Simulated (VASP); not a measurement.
Here is the system:

```xyz
8
Lattice="4.7158 0.0000 0.0000 0.0000 4.7158 0.0000 0.0000 0.0000 4.7158" Properties=species:S:1:pos:R:3 pbc="T T T"
Fe     0.6355     0.6355     0.6355
Fe     1.7224     4.0803     2.9934
Fe     2.9934     1.7224     4.0803
Fe     4.0803     2.9934     1.7224
Ge     3.9847     3.9847     3.9847
Ge     3.0890     0.7311     1.6268
Ge     1.6268     3.0890     0.7311
Ge     0.7311     1.6268     3.0890
```

Computed with PBE GGA, VASP's PBE PAW potentials (set 64) (plane waves; VASP). Run with 300 eV cut-off, 3×3×3 Γ-centred mesh, Gaussian smearing of 0.27 eV, potentials Fe Ge_d.

The run has a spin-polarised start.

**Question.** Give the spin-up energies of bands 37 to 50 at the high-symmetry points, in eV from the Fermi level.

**Answer.** 
```csv
band,Γ,X,M,R,X1
37,-2.02,-2.07,-1.76,-1.35,-2.07
38,-2.02,-2.07,-1.76,-1.35,-2.07
39,-2.02,-1.62,-1.68,-1.35,-1.62
40,-0.92,-1.62,-1.68,-1.35,-1.62
41,-0.92,-1.12,-1.45,-1.15,-1.12
42,-0.90,-1.12,-1.45,-1.15,-1.12
43,-0.90,-0.82,-1.09,-1.15,-0.82
44,-0.90,-0.82,-1.09,-1.15,-0.82
45,-0.41,-0.65,-0.20,-0.49,-0.65
46,-0.41,-0.65,-0.20,-0.49,-0.65
47,-0.41,0.71,0.07,-0.49,0.71
48,1.61,0.71,0.07,-0.49,0.71
49,1.61,0.77,1.29,4.14,0.77
50,1.61,0.77,1.29,4.14,0.77
```

**Question.** Give the spin-down energies of bands 37 to 50 at the high-symmetry points, in eV from the Fermi level.

**Answer.** 
```csv
band,Γ,X,M,R,X1
37,-1.32,-1.25,-0.75,-0.20,-1.25
38,-1.32,-1.25,-0.75,-0.20,-1.25
39,-1.32,-0.58,-0.53,-0.20,-0.58
40,0.18,-0.58,-0.53,-0.20,-0.58
41,0.18,0.07,-0.52,-0.14,0.07
42,0.18,0.07,-0.52,-0.14,0.07
43,0.32,0.34,0.09,-0.14,0.34
44,0.32,0.34,0.09,-0.14,0.34
45,0.96,0.65,0.95,0.81,0.65
46,0.96,0.65,0.95,0.81,0.65
47,0.96,1.66,1.17,0.81,1.66
48,2.16,1.66,1.17,0.81,1.66
49,2.16,1.80,2.08,4.18,1.80
50,2.16,1.80,2.08,4.18,1.80
```

It has no gap at this level: it comes out as a metal or semimetal.

The structure comes from a computed database's FeGe entry; how it stands against other phases isn't given here. The cell was not relaxed at this level. The k-mesh is coarse (spacing up to 0.44 per Å, 2π included), so the numbers may not be converged in it.
